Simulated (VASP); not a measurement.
Input:

```yaml
crystal:
  lattice:
    - [6.00518, 0.00000, 0.00000]
    - [0.00000, 6.00518, 0.00000]
    - [0.00000, 0.00000, 6.00518]
  atoms:
    - { symbol: Cs, position: [0.00000, 0.00000, 0.00000] }
    - { symbol: Pb, position: [0.50000, 0.50000, 0.50000] }
    - { symbol: Br, position: [0.50000, 0.00000, 0.50000] }
    - { symbol: Br, position: [0.00000, 0.50000, 0.50000] }
    - { symbol: Br, position: [0.50000, 0.50000, 0.00000] }
```

Computed with PBE GGA, VASP's PBE PAW potentials (set 64) (plane waves; VASP). Settings: 400 eV cut-off, 4×4×4 Γ-centred mesh, Gaussian smearing of 0.050 eV, potentials Cs_sv Pb_d Br.

Unless said otherwise, spin-orbit coupling is left out, though it shifts the bands of the heavy elements here.

Question: Predict the energy per atom (σ→0), band gap (on the k-mesh) with the smallest direct gap where there is one.

Answer: 
```
Quantity                                      Value
-----------------------------------  --------------
band gap (on the k-mesh)                    1.78 eV
smallest direct gap (on the k-mesh)         1.78 eV
energy per atom (σ→0)                -3.174 eV/atom
```

The absolute energy has meaning only against runs of the same code, potentials and settings.

The compound is CsPbBr3 in the cubic perovskite structure, the ideal cubic form; the compound distorts at low or room temperature. It was relaxed first, which changed the volume by +7 %.
